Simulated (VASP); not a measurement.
## How a change of volume changes Ti

Wanted: the elastic response of Ti to a change of volume, with a fit that predicts a row left out.

Program: VASP 6.6.1. Level of theory: r2SCAN; plane waves and PAW (Ti_sv), in the first sound run; inputs show where later runs differ. Results are calculated unless marked as measured.

This is a report of a sequence of runs, with most program output left out.

## (1) The structure

Symmetry: P6_3/mmc, No. 194, hexagonal system. Conventional cell: a = 2.950 Å, b = 2.950 Å, c = 4.685 Å, α = 90.00°, β = 90.00°, γ = 120.00°. Nearest to Ti lie 12 Ti at 2.90 to 2.95 Å.

## (2) Relax the crystal, r2SCAN

The series starts from the cell that this level prefers, so that zero strain is near zero stress.

This step took 2 runs in a row; the last is shown.

Level: r2SCAN; plane waves and PAW (Ti_sv).

Input file INCAR:

```
SYSTEM = Ti
PREC = Accurate
ENCUT = 450
EDIFF = 1E-07
NELM = 120
ISMEAR = 1
SIGMA = 0.15
LREAL = .FALSE.
ALGO = Normal
METAGGA = R2SCAN
LASPH = .TRUE.
NBANDS = 18
LORBIT = 11
LWAVE = .FALSE.
LCHARG = .FALSE.
KPAR = 8
IBRION = 2
NSW = 40
ISIF = 3
EDIFFG = -0.005
POTIM = 0.4
```

Input file POSCAR:

```
Ti
1.0
    2.9355818453      0.0000000000      0.0000000000
   -1.4677909226      2.5422884529      0.0000000000
    0.0000000000      0.0000000000      4.6386414247
Ti
2
Direct
    0.0000000000      0.0000000000      0.0000000000
    0.3333333333      0.6666666667      0.5000000000
```

Input file KPOINTS:

```
Automatic mesh
0
Gamma
23 23 13
0 0 0
```

PAW data sets: Ti_sv (PBE family, release 64).

On the command line:

```
mpirun -np 8 vasp_std
```

Run time: 2.6 min. Hardware: 8 MPI ranks of Intel Xeon Platinum 8488C (Sapphire Rapids), shared host; peak memory 2.1 GiB.

Read from the output:

- energy(sigma→0) of the program: -25.8942 eV
- stress, compression positive: xx, yy, zz 0.02, 0.02, 0.01 GPa
- volume: 34.601 Å³
- ionic steps: 2

## (3) Relax at fixed volume, r2SCAN

One member in full: the volume is scaled by 0.99, and shape and atoms relax at that volume.

Level: r2SCAN; plane waves and PAW (Ti_sv).

INCAR, as its differences from that of step 2:

```diff
@@ -15,7 +15,7 @@
 LCHARG = .FALSE.
-KPAR = 8
+KPAR = 2
 IBRION = 2
 NSW = 40
-ISIF = 3
-EDIFFG = -0.005
+ISIF = 4
+EDIFFG = -0.004
 POTIM = 0.4
```

Input file POSCAR:

```
Ti
1.0
    2.9253354751      0.0000000000      0.0000000000
   -1.4626677375      2.5334148360      0.0000000000
    0.0000000000      0.0000000000      4.6221058878
Ti
2
Direct
    0.0000000000      0.0000000000      0.0000000000
    0.3333333333      0.6666666667      0.5000000000
```

KPOINTS is that of step 2.

On the command line:

```
mpirun -np 2 vasp_std
```

Elapsed: 5.7 min, on 2 MPI ranks; peak memory 0.52 GiB; 9.2 min of CPU time.

This run gave:

| Quantity | Value |
| --- | --- |
| energy(sigma→0) of the program | -25.8917 eV |
| stress, compression positive | xx, yy, zz 1.23, 1.23, 1.21 GPa |
| ionic steps | 1 |

## (4) The whole series

The other members went through these steps as far as the tables show, with the same cutoff and, step by step, the same mesh; 9 runs are not shown. The session took 2.9 core hours (wall time by ranks) on a shared machine.

| volume over the relaxed volume | volume (Å³/atom) | pressure (GPa) | energy above the unstrained row, extrapolated to no smearing (meV/atom) |
| --- | --- | --- | --- |
| 0.940 | 16.262 | 8.133 | 28.659 |
| 0.960 | 16.608 | 5.181 | 13.171 |
| 0.980 | 16.954 | 2.483 | 3.801 |
| 0.990 | 17.127 | 1.222 | 1.234 |
| 1 | 17.300 | 0.019 | 0.000 |
| 1.010 | 17.473 | -1.134 | 0.063 |
| 1.020 | 17.646 | -2.235 | 1.333 |
| 1.040 | 17.992 | ? | ? |
| 1.060 | 18.338 | -6.173 | 17.657 |

## (5) A fit to the known rows

A least-squares cubic through the 8 rows shown, with u the logarithm of the volume ratio: pressure = − 149.9 u³ + 206.6 u² − 117.8 u + 0.01796 (GPa), r.m.s. residual 4.2e-4 GPa.

For the withheld row, u = 0.03922, the fit gives -4.293 GPa.

## (6) Checking the prediction

The calculation gives -4.292 GPa, so the prediction is 0.001 GPa too low.

A cubic of the pressure in ln(V/V₀) through all rows has the slope −B at V₀: B = 118 GPa, and its curvature gives B′ = 3.5.

## (7) What came out

```
error of the predicted pressure : -0.001 GPa
bulk modulus                    : 118 GPa
```

In words: The slope of the energy gives 0.53 GPa at the relaxed volume where the pressure column has 0.02 GPa, a mark of the finite basis or of the smearing. These are static values: temperature and zero-point motion are left out. In a metal the slopes also depend on mesh and smearing, which were held through the series.

[Lines on the potential files, build, host, timing and source positions are cut from VASP's logs without a mark.]

[Logs are printed without paths, hosts, clocks, repeated set-up lines and the standing remarks that a program may print on its own settings, such as how far it seeks lower states.]

[Hosts, paths, dates, database ids (printed as entryN), source tags and the programs' standing remarks are cut or masked in the printed files.]

[In band tables of VASP the shares of atoms and orbitals are scaled to a sum of 1 inside the atoms' spheres.]
